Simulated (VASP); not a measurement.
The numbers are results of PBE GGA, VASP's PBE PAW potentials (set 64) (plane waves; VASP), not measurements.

VASP ran on this input.

### KPOINTS
```
Automatic mesh
0
Gamma
9 9 7
0 0 0
```

### POSCAR
```
SnO
1
    3.8937880000     0.0000000000     0.0000000000
    0.0000000000     3.8937880000     0.0000000000
    0.0000000000     0.0000000000     4.9895350000
Sn O
2 2
Direct
  0.0000000000   0.5000000000   0.2353700000
  0.5000000000   0.0000000000   0.7646300000
  0.5000000000   0.5000000000   0.0000000000
  0.0000000000   0.0000000000   0.0000000000
```

**INCAR**
```
LREAL = F   ! projection in real space or not
NELM = 100   ! most electronic steps
LCHARG = F
GGA = PE   ! PBE
EDIFFG = -0.005   ! ionic stop
ALGO = Normal   ! blocked Davidson
SIGMA = 0.02   ! width (eV)
SYSTEM = SnO
IBRION = 2   ! conjugate gradients
LMAXMIX = 4
NSW = 50
LASPH = T   ! aspherical one-centre terms
LWAVE = F
ISMEAR = 0   ! Gaussian
EDIFF = 1E-09   ! SCF stop (eV)
ENCUT = 560
ISIF = 3   ! ions, shape and volume
PREC = Accurate
```

POTCAR, in this order: Sn_d O (PBE.64 set). Program: vasp_std.

Output

OSZICAR:
```
...
DAV:   9    -0.227269829006E+02   -0.68576E-09   -0.19833E-07  3904   0.303E-03    0.559E-04
DAV:  10    -0.227269828596E+02    0.40956E-07   -0.30425E-08  4152   0.211E-03    0.100E-04
DAV:  11    -0.227269828798E+02   -0.20169E-07   -0.23649E-09  2568   0.577E-04    0.354E-05
DAV:  12    -0.227269828841E+02   -0.43347E-08   -0.44617E-10  1784   0.176E-04    0.372E-05
DAV:  13    -0.227269828835E+02    0.61664E-09   -0.97651E-11  1640   0.107E-04
   7 F= -.22726983E+02 E0= -.22726983E+02  d E =-.434591E-03
       N       E                     dE             d eps       ncg     rms          rms(c)
DAV:   1    -0.227348050367E+02   -0.78222E-02   -0.37672E-01  3984   0.534E+00    0.536E-01
DAV:   2    -0.227290375330E+02    0.57675E-02   -0.18677E-02  3576   0.154E+00    0.278E-01
DAV:   3    -0.227274875944E+02    0.15499E-02   -0.27979E-03  3592   0.902E-01    0.121E-01
DAV:   4    -0.227271900713E+02    0.29752E-03   -0.84133E-04  4384   0.366E-01    0.285E-02
DAV:   5    -0.227271966614E+02   -0.65901E-05   -0.20847E-04  3752   0.175E-01    0.140E-02
DAV:   6    -0.227271957392E+02    0.92222E-06   -0.32820E-05  3624   0.486E-02    0.513E-03
DAV:   7    -0.227271955090E+02    0.23014E-06   -0.44269E-06  3776   0.168E-02    0.165E-03
DAV:   8    -0.227271955217E+02   -0.12637E-07   -0.31752E-07  3480   0.568E-03    0.423E-04
DAV:   9    -0.227271955669E+02   -0.45257E-07   -0.62665E-08  3760   0.201E-03    0.353E-04
DAV:  10    -0.227271955789E+02   -0.11955E-07   -0.12462E-08  3488   0.986E-04    0.445E-05
DAV:  11    -0.227271955671E+02    0.11730E-07   -0.95511E-10  1816   0.446E-04    0.330E-05
DAV:  12    -0.227271955654E+02    0.17189E-08   -0.23401E-10  1648   0.138E-04    0.237E-05
DAV:  13    -0.227271955655E+02   -0.97316E-10   -0.56831E-11  1584   0.948E-05
   8 F= -.22727196E+02 E0= -.22727196E+02  d E =-.647273E-03
       N       E                     dE             d eps       ncg     rms          rms(c)
DAV:   1    -0.227297262830E+02   -0.25307E-02   -0.86345E-02  3552   0.371E+00    0.320E-01
DAV:   2    -0.227277639076E+02    0.19624E-02   -0.11030E-02  3752   0.103E+00    0.106E-01
DAV:   3    -0.227274569118E+02    0.30700E-03   -0.93411E-04  3688   0.557E-01    0.483E-02
DAV:   4    -0.227273864446E+02    0.70467E-04   -0.25807E-04  4216   0.260E-01    0.161E-02
DAV:   5    -0.227273790138E+02    0.74308E-05   -0.67079E-05  4040   0.788E-02    0.837E-03
DAV:   6    -0.227273762586E+02    0.27553E-05   -0.70801E-06  4464   0.247E-02    0.275E-03
DAV:   7    -0.227273761715E+02    0.87066E-07   -0.68124E-07  4280   0.813E-03    0.105E-03
DAV:   8    -0.227273762988E+02   -0.12729E-06   -0.21379E-07  4272   0.345E-03    0.406E-04
DAV:   9    -0.227273763034E+02   -0.46357E-08   -0.17929E-08  3120   0.111E-03    0.234E-04
DAV:  10    -0.227273763310E+02   -0.27570E-07   -0.42278E-09  3472   0.664E-04    0.466E-05
DAV:  11    -0.227273763354E+02   -0.44020E-08   -0.31979E-10  1680   0.208E-04    0.207E-05
DAV:  12    -0.227273763313E+02    0.41045E-08   -0.94473E-11  1624   0.111E-04    0.718E-06
DAV:  13    -0.227273763320E+02   -0.71213E-09   -0.26339E-11  1584   0.683E-05
   9 F= -.22727376E+02 E0= -.22727376E+02  d E =-.180766E-03
       N       E                     dE             d eps       ncg     rms          rms(c)
DAV:   1    -0.227437352153E+02   -0.16359E-01   -0.60341E-01  3544   0.986E+00    0.841E-01
DAV:   2    -0.227301253402E+02    0.13610E-01   -0.76842E-02  3744   0.272E+00    0.279E-01
DAV:   3    -0.227279945988E+02    0.21307E-02   -0.64944E-03  3704   0.145E+00    0.127E-01
DAV:   4    -0.227275226350E+02    0.47196E-03   -0.17846E-03  4200   0.682E-01    0.418E-02
DAV:   5    -0.227274899041E+02    0.32731E-04   -0.45453E-04  4056   0.205E-01    0.217E-02
DAV:   6    -0.227274765596E+02    0.13344E-04   -0.47471E-05  4424   0.640E-02    0.704E-03
DAV:   7    -0.227274765245E+02    0.35117E-07   -0.45605E-06  4280   0.203E-02    0.282E-03
DAV:   8    -0.227274767651E+02   -0.24064E-06   -0.15144E-06  4288   0.937E-03    0.107E-03
DAV:   9    -0.227274767847E+02   -0.19629E-07   -0.13763E-07  3136   0.302E-03    0.615E-04
DAV:  10    -0.227274768551E+02   -0.70391E-07   -0.28167E-08  3904   0.164E-03    0.999E-05
DAV:  11    -0.227274768680E+02   -0.12857E-07   -0.22358E-09  2728   0.488E-04    0.567E-05
DAV:  12    -0.227274768588E+02    0.92332E-08   -0.34196E-10  1784   0.197E-04    0.103E-05
DAV:  13    -0.227274768590E+02   -0.26557E-09   -0.93493E-11  1624   0.103E-04
  10 F= -.22727477E+02 E0= -.22727477E+02  d E =-.281294E-03
       N       E                     dE             d eps       ncg     rms          rms(c)
DAV:   1    -0.227290752020E+02   -0.15983E-02   -0.57287E-02  3552   0.300E+00    0.262E-01
DAV:   2    -0.227277480271E+02    0.13272E-02   -0.73946E-03  3744   0.836E-01    0.869E-02
DAV:   3    -0.227275417152E+02    0.20631E-03   -0.62939E-04  3712   0.458E-01    0.396E-02
DAV:   4    -0.227275017675E+02    0.39948E-04   -0.17304E-04  4208   0.213E-01    0.133E-02
DAV:   5    -0.227275035982E+02   -0.18306E-05   -0.45286E-05  4032   0.642E-02    0.696E-03
DAV:   6    -0.227275037121E+02   -0.11391E-06   -0.48569E-06  4480   0.203E-02    0.230E-03
DAV:   7    -0.227275038499E+02   -0.13777E-06   -0.46464E-07  4280   0.684E-03    0.856E-04
DAV:   8    -0.227275037225E+02    0.12735E-06   -0.14210E-07  4240   0.276E-03    0.330E-04
DAV:   9    -0.227275037205E+02    0.20491E-08   -0.11442E-08  3136   0.900E-04    0.182E-04
DAV:  10    -0.227275036971E+02    0.23324E-07   -0.26441E-09  3072   0.529E-04    0.420E-05
DAV:  11    -0.227275036940E+02    0.31569E-08   -0.23394E-10  1640   0.177E-04    0.165E-05
DAV:  12    -0.227275036974E+02   -0.34233E-08   -0.69281E-11  1608   0.868E-05    0.595E-06
DAV:  13    -0.227275036967E+02    0.74033E-09   -0.13426E-11  1552   0.550E-05
  11 F= -.22727504E+02 E0= -.22727504E+02  d E =-.308131E-03
       N       E                     dE             d eps       ncg     rms          rms(c)
DAV:   1    -0.227279888765E+02   -0.48518E-03   -0.75948E-02  4416   0.199E+00    0.123E-01
DAV:   2    -0.227276925475E+02    0.29633E-03   -0.17500E-03  3968   0.423E-01    0.430E-02
DAV:   3    -0.227276412280E+02    0.51320E-04   -0.14733E-04  3864   0.221E-01    0.190E-02
DAV:   4    -0.227276291591E+02    0.12069E-04   -0.40190E-05  4408   0.102E-01    0.613E-03
DAV:   5    -0.227276267883E+02    0.23709E-05   -0.10530E-05  4160   0.354E-02    0.316E-03
DAV:   6    -0.227276265456E+02    0.24271E-06   -0.13468E-06  4512   0.118E-02    0.102E-03
DAV:   7    -0.227276265796E+02   -0.34038E-07   -0.13395E-07  4024   0.355E-03    0.275E-04
DAV:   8    -0.227276266116E+02   -0.31991E-07   -0.22258E-08  4400   0.108E-03    0.183E-04
DAV:   9    -0.227276266132E+02   -0.15707E-08   -0.36908E-09  2784   0.673E-04    0.368E-05
DAV:  10    -0.227276266224E+02   -0.92732E-08   -0.25667E-10  1728   0.146E-04    0.133E-05
DAV:  11    -0.227276266217E+02    0.75852E-09   -0.65311E-11  1640   0.869E-05
  12 F= -.22727627E+02 E0= -.22727627E+02  d E =-.122925E-03
       N       E                     dE             d eps       ncg     rms          rms(c)
DAV:   1    -0.227277546990E+02   -0.12808E-03   -0.22535E-02  4408   0.108E+00    0.673E-02
DAV:   2    -0.227276675415E+02    0.87157E-04   -0.52014E-04  3968   0.230E-01    0.234E-02
DAV:   3    -0.227276525053E+02    0.15036E-04   -0.43854E-05  3864   0.121E-01    0.104E-02
DAV:   4    -0.227276485276E+02    0.39777E-05   -0.11930E-05  4400   0.554E-02    0.337E-03
DAV:   5    -0.227276472972E+02    0.12303E-05   -0.31355E-06  4160   0.193E-02    0.173E-03
DAV:   6    -0.227276472157E+02    0.81534E-07   -0.40264E-07  4520   0.647E-03    0.560E-04
DAV:   7    -0.227276472322E+02   -0.16533E-07   -0.40077E-08  4000   0.195E-03    0.150E-04
DAV:   8    -0.227276472494E+02   -0.17156E-07   -0.65648E-09  3872   0.585E-04    0.980E-05
DAV:   9    -0.227276472502E+02   -0.78217E-09   -0.90862E-10  1840   0.378E-04
  13 F= -.22727647E+02 E0= -.22727647E+02  d E =-.143553E-03
```

File OUTCAR:
```
------------------------ aborting loop because EDIFF is reached ----------------------------------------
  FORCE on cell =-STRESS in cart. coord.  units (eV):
  Direction    XX          YY          ZZ          XY          YZ          ZX
  --------------------------------------------------------------------------------------
  Total       -0.0132301     -0.0132301      0.0111754      0.0000000      0.0000000      0.0000000
  in kB       -0.2812354     -0.2812354      0.2375587      0.0000000      0.0000000      0.0000000
  external PRESSURE =      -0.1083040 kB  Pullay stress =       0.0000000 kB
  volume of cell :       75.37
      direct lattice vectors                 reciprocal lattice vectors
     3.869211622  0.000000000  0.000000000     0.258450583  0.000000000  0.000000000
     0.000000000  3.869211622 -0.000000000     0.000000000  0.258450583  0.000000000
     0.000000000 -0.000000000  5.034513920     0.000000000  0.000000000  0.198628908
 POSITION                                       TOTAL-FORCE (eV/Angst)
 -----------------------------------------------------------------------------------
      0.00000      1.93461      1.16217         0.000000      0.000000     -0.000273
      1.93461     -0.00000      3.87235         0.000000     -0.000000      0.000273
      1.93461      1.93461     -0.00000         0.000000     -0.000000      0.000000
      0.00000      0.00000      0.00000         0.000000      0.000000      0.000000
 -----------------------------------------------------------------------------------
    total drift:                                0.000000      0.000000     -0.000000
  FREE ENERGIE OF THE ION-ELECTRON SYSTEM (eV)
  ---------------------------------------------------
  free  energy   TOTEN  =       -22.7276472502 eV

  energy  without entropy=      -22.7276472502  energy(sigma->0) =      -22.72764725

 reached required accuracy - stopping structural energy minimisation
```
(Selected blocks of OUTCAR.)

File CONTCAR:
```
SnO
   1.00000000000000
     3.8692116219244359    0.0000000000000000    0.0000000000000000
     0.0000000000000000    3.8692116219244359   -0.0000000000000000
     0.0000000000000000   -0.0000000000000000    5.0345139200559101
  Sn              O
     2     2
Direct
     0.0000000000000000    0.5000000000000000    0.2308398735723313
     0.5000000000000000    0.0000000000000000    0.7691601264276686
     0.5000000000000000    0.5000000000000000    0.0000000000000000
     0.0000000000000000    0.0000000000000000    0.0000000000000000
```

The structure comes from a computed database's SnO entry; how it stands against other phases isn't given here. This run relaxes it. Symmetry was kept, so distortions that lower it aren't found. The run is one of a series of settings (EDIFF = 1E-09, EDIFFG = -0.005, ENCUT = 560, IBRION = 2, ISIF = 3, NSW = 50, KPOINTS 9×9×7 Γ-centred mesh against the base run), some of them coarse on purpose.
